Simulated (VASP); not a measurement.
```xyz
4
Lattice="2.3602 -3.8225 0.0000 2.3602 3.8225 0.0000 0.0000 0.0000 3.7283" Properties=species:S:1:pos:R:3 pbc="T T T"
Si     2.3602     1.1366     2.4071
Si     2.3602    -1.1366     1.3212
Si     2.3602    -2.6860     3.1854
Si     2.3602     2.6860     0.5429
```

Computed with r2SCAN meta-GGA, VASP's PBE PAW potentials (set 64) (plane waves; VASP 6.6.1). Numerical set-up: 400 eV cut-off, 9×9×9 Γ-centred mesh, tetrahedra with Blöchl corrections, potentials Si.

Problem. Tabulate the total density of states (states/eV per cell) against energy (eV; zero at the valence-band maximum or, without a gap, the Fermi level).

Solution. 
| E (eV) | DOS (states/eV) |
|---|---|
| -9.92 | 0.96 |
| -9.70 | 1.05 |
| -9.47 | 1.45 |
| -9.25 | 1.13 |
| -9.03 | 0.88 |
| -8.80 | 0.80 |
| -8.58 | 1.04 |
| -8.36 | 1.06 |
| -8.13 | 1.20 |
| -7.91 | 1.18 |
| -7.68 | 1.11 |
| -7.46 | 1.11 |
| -7.24 | 1.11 |
| -7.01 | 1.01 |
| -6.79 | 1.03 |
| -6.46 | 0.91 |
| -6.23 | 0.94 |
| -6.01 | 1.09 |
| -5.78 | 1.18 |
| -5.56 | 1.30 |
| -5.34 | 1.44 |
| -5.11 | 1.48 |
| -4.89 | 1.37 |
| -4.67 | 1.40 |
| -4.44 | 1.54 |
| -4.22 | 1.73 |
| -4.00 | 1.74 |
| -3.77 | 1.75 |
| -3.55 | 1.90 |
| -3.33 | 1.79 |
| -3.10 | 1.74 |
| -2.88 | 1.47 |
| -2.65 | 1.81 |
| -2.43 | 1.65 |
| -2.21 | 1.31 |
| -1.98 | 1.59 |
| -1.76 | 1.74 |
| -1.54 | 1.54 |
| -1.31 | 1.46 |
| -1.09 | 1.51 |
| -0.87 | 1.45 |
| -0.64 | 1.45 |
| -0.42 | 1.62 |
| -0.20 | 1.69 |
| 0.03 | 1.34 |
| 0.36 | 1.11 |
| 0.59 | 1.07 |
| 0.81 | 1.32 |
| 1.03 | 1.63 |
| 1.26 | 1.76 |
| 1.48 | 1.51 |
| 1.71 | 1.28 |
| 1.93 | 1.49 |
| 2.15 | 1.67 |
| 2.38 | 1.76 |
| 2.60 | 2.19 |
| 2.82 | 2.19 |
| 3.05 | 1.59 |
| 3.27 | 1.52 |
| 3.49 | 1.74 |
Within 2 eV below the Fermi level the largest weight inside VASP's projection spheres is Si p, then Si s.

The structure was generated: Si was put into the black-P type (Cmce), which need not be its known phase. It was relaxed first, which changed the volume by -11 %.
